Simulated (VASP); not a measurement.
# How PAW data sets and precision settings change a VASP run on TiAu, part 2 of 3

A convergence test on TiAu: the PAW data sets and precision settings. The atoms are off their equilibrium sites, so that forces can be compared too. The series runs use PBEsol. The atoms of the start are displaced at random from the sites of a Pmma cell.

VASP 6.6.1, plane waves and PAW; the level of theory is named at each step.

Still holding for the runs below: The k-mesh is coarse for a metal.

So far. Step 5 (PAW data sets: materialsproject 64: Ti pv Au): With 42 valence electrons the pressure is -6.01 GPa, +0.71 GPa from the first of the series, after 14 cycles in 12 s. Step 6 (PAW data sets: GW 64: Ti sv GW Au sv GW): With 62 valence electrons the pressure is -7.17 GPa, -0.45 GPa from the first of the series, after 20 cycles in 40 s.

**8. Precision settings: PREC = Low**

This step: PBEsol; plane waves and PAW (Ti_sv, Au) (VASP 6.6.1).

PREC sets the FFT grids, and LREAL, ADDGRID and LASPH trade speed for accuracy.

File INCAR:

```
SYSTEM = TiAu
PREC = Low
ENCUT = 400
EDIFF = 1E-06
NELM = 100
ISMEAR = -1
SIGMA = 0.05
LREAL = .FALSE.
ALGO = Normal
GGA = PS
NBANDS = 29
LASPH = .TRUE.
LORBIT = 11
LWAVE = .FALSE.
LCHARG = .FALSE.
KPAR = 4
ISIF = 2
```

File POSCAR:

```
TiAu
1.0
    4.6150713700      0.0000000000      0.0000000000
    0.0000000000      2.9551944000      0.0000000000
    0.0000000000      0.0000000000      4.9475130000
Ti Au
2 2
Direct
    0.2624400000      0.0076010000      0.8257780000
    0.7517470000      0.0022670000      0.1817300000
    0.2436210000      0.4840530000      0.3302620000
    0.7541260000      0.4872420000      0.6842590000
```

File KPOINTS:

```
Automatic mesh
0
Gamma
5 8 5
0 0 0
```

The projector-augmented-wave data sets are Ti_sv and Au (PBE family, release 64).

The run is started by

```bash
$ mpirun -np 4 vasp_std
```

Log:

```text
[... set-up lines as in an earlier step ...]
 entering main loop
       N       E                     dE             d eps       ncg     rms          rms(c)
DAV:   1     0.466779576218E+03    0.46678E+03   -0.19960E+04  5866   0.154E+03
DAV:   2     0.208400497773E+02   -0.44594E+03   -0.42887E+03  6088   0.460E+02
DAV:   3    -0.268412011103E+02   -0.47681E+02   -0.46324E+02  9743   0.132E+02
DAV:   4    -0.299506999621E+02   -0.31095E+01   -0.30637E+01  7703   0.305E+01
DAV:   5    -0.301221343425E+02   -0.17143E+00   -0.17135E+00  8289   0.593E+00    0.166E+01
DAV:   6    -0.263426058098E+02    0.37795E+01   -0.13349E+01  7064   0.290E+01    0.541E+00
DAV:   7    -0.261938274091E+02    0.14878E+00   -0.15002E+00  7690   0.784E+00    0.436E+00
DAV:   8    -0.261716423878E+02    0.22185E-01   -0.33536E-01  8239   0.502E+00    0.269E+00
DAV:   9    -0.262055498548E+02   -0.33907E-01   -0.43151E-01  8527   0.510E+00    0.271E+00
DAV:  10    -0.261448135017E+02    0.60736E-01   -0.22788E-01  7831   0.375E+00    0.354E-01
DAV:  11    -0.261425339401E+02    0.22796E-02   -0.12954E-02  7996   0.898E-01    0.743E-02
DAV:  12    -0.261425429456E+02   -0.90056E-05   -0.11742E-03  9019   0.245E-01    0.540E-02
DAV:  13    -0.261425662234E+02   -0.23278E-04   -0.11636E-04  8017   0.784E-02    0.228E-02
DAV:  14    -0.261425640247E+02    0.21988E-05   -0.98506E-06  8078   0.228E-02    0.133E-02
DAV:  15    -0.261425650192E+02   -0.99453E-06   -0.40331E-06  6508   0.158E-02
   1 F= -.26142565E+02 E0= -.26115144E+02  d E =-.548415E-01
```

Run time: 8.2 s. Hardware: 4 MPI ranks of Intel Xeon 6975P-C (Granite Rapids), shared host; peak memory 0.75 GiB; 31 s of CPU time.

From OUTCAR (step 8):

```text
   NELECT =      46.0000    total number of electrons

 E-fermi :   9.3030

 k-point     1 :       0.0000    0.0000    0.0000
  band No.  band energies     occupation
    ...
     20       6.4647      2.00000
     21       8.0358      2.00000
     22       8.9447      1.99846
     23       9.0889      1.97277
     24       9.3375      0.66802
     25       9.3735      0.39233
     26      11.0092      0.00000
     27      11.2406      0.00000
     28      11.3460      0.00000
     29      11.6209      0.00000

  Total       -1.9402262     -3.7112447     -2.1309207      0.0426147     -0.0786011     -0.0936604
  in kB      -46.0692914    -88.1208663    -50.5971965      1.0118562     -1.8663265     -2.2238996
  external PRESSURE =     -61.5957847 kB  Pullay stress =       0.0000000 kB

 POSITION                                       TOTAL-FORCE (eV/Angst)
 -----------------------------------------------------------------------------------
      1.21118      0.02246      4.08555        -0.212538     -0.197552     -0.287349
      3.46937      0.00670      0.89911        -0.092068     -0.162274      0.450163
      1.12433      1.43047      1.63398         0.260447      0.193324     -0.160654
      3.48035      1.43989      3.38538         0.044160      0.166502     -0.002160
 -----------------------------------------------------------------------------------
    total drift:                               -0.012327     -0.001794      0.012753

  FREE ENERGIE OF THE ION-ELECTRON SYSTEM (eV)
  ---------------------------------------------------
  free  energy   TOTEN  =       -26.1425650192 eV

  energy  without entropy=      -26.0877235407  energy(sigma->0) =      -26.11514428

[... 6 parts as in an earlier step ...]

[... 11 further parts left out ...]
```

Numbers from this step:

- SCF cycles: 15
- electrons: 46
- bands: 29
- free energy (TOTEN): -26.14 eV
- energy at zero smearing: -26.12 eV
- Fermi energy: 9.303 eV
- pressure: -6.160 GPa

The series starts at -6.5288 eV an atom and -6.16 GPa, after 15 cycles in 8.2 s.

**9. Precision settings: PREC = Medium**

Changes to INCAR since step 8:

```diff
@@ -1,3 +1,3 @@
 SYSTEM = TiAu
-PREC = Low
+PREC = Medium
 ENCUT = 400
```

POSCAR is that of step 8.

KPOINTS is that of step 8.

The run is started by

```bash
$ mpirun -np 4 vasp_std
```

Log:

```text
[... set-up lines as in an earlier step ...]
 entering main loop
       N       E                     dE             d eps       ncg     rms          rms(c)
DAV:   1     0.466783241695E+03    0.46678E+03   -0.19959E+04  5866   0.154E+03
DAV:   2     0.208429387879E+02   -0.44594E+03   -0.42887E+03  6088   0.460E+02
DAV:   3    -0.268384016240E+02   -0.47681E+02   -0.46324E+02  9743   0.132E+02
DAV:   4    -0.299479521932E+02   -0.31096E+01   -0.30637E+01  7703   0.305E+01
[...]
DAV:  14    -0.261389903555E+02    0.23537E-05   -0.99528E-06  8081   0.232E-02    0.134E-02
DAV:  15    -0.261389913752E+02   -0.10197E-05   -0.40423E-06  6544   0.159E-02    0.249E-03
DAV:  16    -0.261389912713E+02    0.10394E-06   -0.46874E-07  4014   0.683E-03
   1 F= -.26138991E+02 E0= -.26111567E+02  d E =-.548490E-01
```

Run time: 8.6 s. Hardware: 4 MPI ranks; peak memory 0.8 GiB.

OUTCAR, selected parts (step 9):

```text
  Total       -1.9685196     -3.7703058     -2.1548302      0.0435570     -0.0806678     -0.0958940
  in kB      -46.7410970    -89.5232296    -51.1649095      1.0342289     -1.9153999     -2.2769353
  external PRESSURE =     -62.4764120 kB  Pullay stress =       0.0000000 kB

 POSITION                                       TOTAL-FORCE (eV/Angst)
 -----------------------------------------------------------------------------------
      1.21118      0.02246      4.08555        -0.205122     -0.191556     -0.288114
      3.46937      0.00670      0.89911        -0.092256     -0.162043      0.445643
      1.12433      1.43047      1.63398         0.255603      0.190527     -0.158080
      3.48035      1.43989      3.38538         0.041775      0.163071      0.000551
 -----------------------------------------------------------------------------------
    total drift:                               -0.000139     -0.003675      0.002398

  FREE ENERGIE OF THE ION-ELECTRON SYSTEM (eV)
  ---------------------------------------------------
  free  energy   TOTEN  =       -26.1389912713 eV

  energy  without entropy=      -26.0841422880  energy(sigma->0) =      -26.11156678

[... 2 parts as in an earlier step ...]

[... 1 further part left out ...]
[key lines of the parts left out:]
E-fermi :   9.3032
```

Against the first of the series the energy moves by +0.89 meV an atom and the pressure by -0.09 GPa, after 16 cycles in 8.6 s.

**10. Precision settings: PREC = Normal**

Changes to INCAR since step 9:

```diff
@@ -1,3 +1,3 @@
 SYSTEM = TiAu
-PREC = Medium
+PREC = Normal
 ENCUT = 400
```

POSCAR is that of step 9.

KPOINTS is that of step 9.

The run is started by

```bash
$ mpirun -np 4 vasp_std
```

Log:

```text
[... set-up lines as in an earlier step ...]
 entering main loop
       N       E                     dE             d eps       ncg     rms          rms(c)
DAV:   1     0.466782838076E+03    0.46678E+03   -0.19959E+04  5866   0.154E+03
DAV:   2     0.208427946311E+02   -0.44594E+03   -0.42887E+03  6088   0.460E+02
DAV:   3    -0.268385104911E+02   -0.47681E+02   -0.46324E+02  9743   0.132E+02
DAV:   4    -0.299480438808E+02   -0.31095E+01   -0.30637E+01  7703   0.305E+01
[...]
DAV:  14    -0.261390051897E+02    0.23613E-05   -0.99944E-06  8113   0.232E-02    0.134E-02
DAV:  15    -0.261390062122E+02   -0.10225E-05   -0.40363E-06  6554   0.159E-02    0.249E-03
DAV:  16    -0.261390061073E+02    0.10495E-06   -0.46883E-07  4014   0.683E-03
   1 F= -.26139006E+02 E0= -.26111581E+02  d E =-.548502E-01
```

Elapsed: 8.8 s, on 4 MPI ranks; peak memory 0.83 GiB.

From OUTCAR (step 10):

```text
  Total       -1.9700669     -3.7730436     -2.1507136      0.0437785     -0.0818168     -0.0955763
  in kB      -46.7778374    -89.5882360    -51.0671634      1.0394884     -1.9426807     -2.2693908
  external PRESSURE =     -62.4777456 kB  Pullay stress =       0.0000000 kB

 POSITION                                       TOTAL-FORCE (eV/Angst)
 -----------------------------------------------------------------------------------
      1.21118      0.02246      4.08555        -0.205985     -0.188151     -0.289864
      3.46937      0.00670      0.89911        -0.091544     -0.162611      0.445308
      1.12433      1.43047      1.63398         0.255261      0.188951     -0.157041
      3.48035      1.43989      3.38538         0.042268      0.161811      0.001597
 -----------------------------------------------------------------------------------
    total drift:                                0.000140      0.003263     -0.001204

  FREE ENERGIE OF THE ION-ELECTRON SYSTEM (eV)
  ---------------------------------------------------
  free  energy   TOTEN  =       -26.1390061073 eV

  energy  without entropy=      -26.0841558935  energy(sigma->0) =      -26.11158100

[... 2 parts as in an earlier step ...]

[... 1 further part left out ...]
[key lines of the parts left out:]
E-fermi :   9.3032
```

Against the first of the series the energy moves by +0.89 meV an atom and the pressure by -0.09 GPa, after 16 cycles in 8.8 s.

**11. Precision settings: PREC = Single**

Changes to INCAR since step 10:

```diff
@@ -1,3 +1,3 @@
 SYSTEM = TiAu
-PREC = Normal
+PREC = Single
 ENCUT = 400
```

POSCAR is that of step 10.

KPOINTS is that of step 10.

The run is started by

```bash
$ mpirun -np 4 vasp_std
```

Log:

```text
[... set-up lines as in an earlier step ...]
 entering main loop
       N       E                     dE             d eps       ncg     rms          rms(c)
DAV:   1     0.466783874910E+03    0.46678E+03   -0.19959E+04  5866   0.154E+03
DAV:   2     0.208428992400E+02   -0.44594E+03   -0.42887E+03  6088   0.460E+02
DAV:   3    -0.268384016071E+02   -0.47681E+02   -0.46324E+02  9743   0.132E+02
DAV:   4    -0.299478790137E+02   -0.31095E+01   -0.30637E+01  7703   0.305E+01
[...]
DAV:  14    -0.261390607097E+02    0.23433E-05   -0.99470E-06  8073   0.231E-02    0.134E-02
DAV:  15    -0.261390617272E+02   -0.10175E-05   -0.40529E-06  6552   0.159E-02    0.249E-03
DAV:  16    -0.261390616248E+02    0.10240E-06   -0.46681E-07  4014   0.681E-03
   1 F= -.26139062E+02 E0= -.26111637E+02  d E =-.548502E-01
```

Wall time 15 s (4 MPI ranks); peak memory 0.8 GiB.

From OUTCAR (step 11):

```text
  Total       -1.9722774     -3.7811730     -2.1550963      0.0444298     -0.0809622     -0.0955693
  in kB      -46.8303247    -89.7812634    -51.1712287      1.0549549     -1.9223889     -2.2692242
  external PRESSURE =     -62.5942723 kB  Pullay stress =       0.0000000 kB

 POSITION                                       TOTAL-FORCE (eV/Angst)
 -----------------------------------------------------------------------------------
      1.21118      0.02246      4.08555        -0.207441     -0.188164     -0.288895
      3.46937      0.00670      0.89911        -0.092682     -0.162669      0.444374
      1.12433      1.43047      1.63398         0.256988      0.188766     -0.156888
      3.48035      1.43989      3.38538         0.043135      0.162066      0.001409
 -----------------------------------------------------------------------------------
    total drift:                               -0.004336      0.002285     -0.001908

  FREE ENERGIE OF THE ION-ELECTRON SYSTEM (eV)
  ---------------------------------------------------
  free  energy   TOTEN  =       -26.1390616248 eV

  energy  without entropy=      -26.0842114217  energy(sigma->0) =      -26.11163652

[... 2 parts as in an earlier step ...]

[... 1 further part left out ...]
[key lines of the parts left out:]
E-fermi :   9.3032
```

Against the first of the series the energy moves by +0.88 meV an atom and the pressure by -0.10 GPa, after 16 cycles in 15 s.

**12. Precision settings: PREC = Accurate**

Changes to INCAR since step 11:

```diff
@@ -1,3 +1,3 @@
 SYSTEM = TiAu
-PREC = Single
+PREC = Accurate
 ENCUT = 400
```

POSCAR is that of step 11.

KPOINTS is that of step 11.

The run is started by

```bash
$ mpirun -np 4 vasp_std
```

Log:

```text
[... set-up lines as in an earlier step ...]
 entering main loop
       N       E                     dE             d eps       ncg     rms          rms(c)
[... 16 cycles as in an earlier step ...]
   1 F= -.26138961E+02 E0= -.26111536E+02  d E =-.548496E-01
```

The job ended after 15 s (4 MPI ranks; peak memory 0.9 GiB).

OUTCAR, selected parts (step 12):

```text
[... 6 parts as in an earlier step ...]

[... 1 further part left out ...]
[key lines of the parts left out:]
E-fermi :   9.3032
```

Against the first of the series the energy moves by +0.90 meV an atom and the pressure by -0.09 GPa, after 16 cycles in 15 s.

**13. Precision settings: LREAL = Auto**

Changes to INCAR since step 12:

```diff
@@ -7,3 +7,3 @@
 SIGMA = 0.05
-LREAL = .FALSE.
+LREAL = Auto
 ALGO = Normal
```

POSCAR is that of step 12.

KPOINTS is that of step 12.

The run is started by

```bash
$ mpirun -np 4 vasp_std
```

Log:

```text
[banner, memory and clock lines left out]
running    4 mpi-ranks, on    1 nodes
[...]
|                                                                             |
|               ----> ADVICE to this user running VASP <----                  |
|                                                                             |
|     You have a (more or less) 'small supercell' and for smaller cells       |
|     it is recommended to use the reciprocal-space projection scheme!        |
|     The real-space optimization is not efficient for small cells and it     |
|     is also less accurate ...                                               |
|     Therefore, set LREAL=.FALSE. in the INCAR file.                         |
|                                                                             |

 [... a notice as in an earlier step ...]

 LDA part: xc-table for (Slater+PW92), standard interpolation
 POSCAR, INCAR and KPOINTS ok, starting setup
[...]
entering main loop
       N       E                     dE             d eps       ncg     rms          rms(c)
DAV:   1     0.466780498329E+03    0.46678E+03   -0.19959E+04  5866   0.154E+03
DAV:   2     0.208410423456E+02   -0.44594E+03   -0.42887E+03  6088   0.460E+02
DAV:   3    -0.268393654178E+02   -0.47680E+02   -0.46323E+02  9743   0.132E+02
DAV:   4    -0.299487523619E+02   -0.31094E+01   -0.30636E+01  7703   0.305E+01
[...]
DAV:  14    -0.261395881720E+02    0.23568E-05   -0.99515E-06  8081   0.232E-02    0.134E-02
DAV:  15    -0.261395891927E+02   -0.10207E-05   -0.40460E-06  6552   0.159E-02    0.249E-03
DAV:  16    -0.261395890899E+02    0.10278E-06   -0.46670E-07  4014   0.682E-03
   1 F= -.26139589E+02 E0= -.26112164E+02  d E =-.548507E-01
```

Elapsed: 25 s, on 4 MPI ranks; peak memory 0.79 GiB; 92 s of CPU time.

Parts of OUTCAR (step 13):

```text
  Total       -1.9711536     -3.7763752     -2.1528578      0.0421997     -0.0839476     -0.0938779
  in kB      -46.8036403    -89.6673434    -51.1180776      1.0020012     -1.9932768     -2.2290643
  external PRESSURE =     -62.5296871 kB  Pullay stress =       0.0000000 kB

 POSITION                                       TOTAL-FORCE (eV/Angst)
 -----------------------------------------------------------------------------------
      1.21118      0.02246      4.08555        -0.205761     -0.189521     -0.290262
      3.46937      0.00670      0.89911        -0.092140     -0.163668      0.446068
      1.12433      1.43047      1.63398         0.256156      0.190295     -0.156599
      3.48035      1.43989      3.38538         0.041745      0.162894      0.000793
 -----------------------------------------------------------------------------------
    total drift:                                0.000318      0.003850     -0.002931

  FREE ENERGIE OF THE ION-ELECTRON SYSTEM (eV)
  ---------------------------------------------------
  free  energy   TOTEN  =       -26.1395890899 eV

  energy  without entropy=      -26.0847383431  energy(sigma->0) =      -26.11216372

[... 2 parts as in an earlier step ...]

[... 1 further part left out ...]
[key lines of the parts left out:]
E-fermi :   9.3032
```

Against PREC = Accurate, on which this run builds, the energy moves by -0.16 meV an atom while the pressure stays within 0.01 GPa, after 16 cycles in 25 s.

(Part 2 of 3 ends here.)

[Lines on the potential files, build, host, timing and source positions are cut from VASP's logs without a mark.]

[Logs are printed without paths, hosts, clocks, repeated set-up lines and the standing remarks that a program may print on its own settings, such as how far it seeks lower states.]

[Hosts, paths, dates, database ids (printed as entryN), source tags and the programs' standing remarks are cut or masked in the printed files.]

[A measured line is paired with the nearest computed mode of its activity, which favours agreement.]
